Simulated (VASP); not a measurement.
Here is a VASP 6.6.1 calculation.

The input INCAR:

```
PREC     = Accurate       # precision mode
ENCUT    = 520            # plane-wave cutoff, eV
EDIFF    = 1E-6           # SCF threshold, eV
ISMEAR   = 0              # smearing method
SIGMA    = 0.05           # smearing width, eV
LREAL    = False          # projectors in reciprocal space
LASPH    = True           # aspherical terms in the spheres
NELM     = 80             # most SCF steps
ALGO     = Fast           # electronic algorithm
ISIF     = 2              # what is computed and relaxed
LWAVE    = False          # write WAVECAR
LCHARG   = False          # write CHGCAR
ISPIN    = 2              # spin polarisation
MAGMOM   = 0.5 0 0        # initial moments
LORBIT   = 11             # projections on sites
LMAXMIX  = 4              # l up to which the mixer works
LDAU     = True           # DFT+U
LDAUTYPE = 2            
LDAUL    = 2 -1           # shell
LDAUU    = 3 0            # U, eV
LDAUJ    = 0 0          
LDAUPRINT= 1            
GGA      = PS             # functional
NBANDS   = 24             # bands
```

Contents of KPOINTS:

```
Automatic mesh
0
Gamma
  5 5 5
```

POSCAR

```
TcSe2
1.0
    0.0000000000      3.1457489900      3.1457489900
    3.1457489900      0.0000000000      3.1457489900
    3.1457489900      3.1457489900      0.0000000000
Tc Se
1 2
Direct
    0.0000000000      0.0000000000      0.0000000000
    0.2500000000      0.2500000000      0.2500000000
    0.7500000000      0.7500000000      0.7500000000
```

Potentials or basis: VASP PAW PBE potentials, release 64 (Tc_pv, Se).

Command:

```bash
$ cat potpaw_PBE.64/Tc_pv/POTCAR potpaw_PBE.64/Se/POTCAR > POTCAR
$ mpirun -np 1 vasp_std > vasp.out
```

(1) Estimate the band gap on the k mesh.

(2) Predict the net moment.

(3) Estimate the site moments.

Answers

(1) none (metal or under the smearing width).

(2) 0.81 μB per cell.

(3) Tc +0.80; Se -0.01 μB.
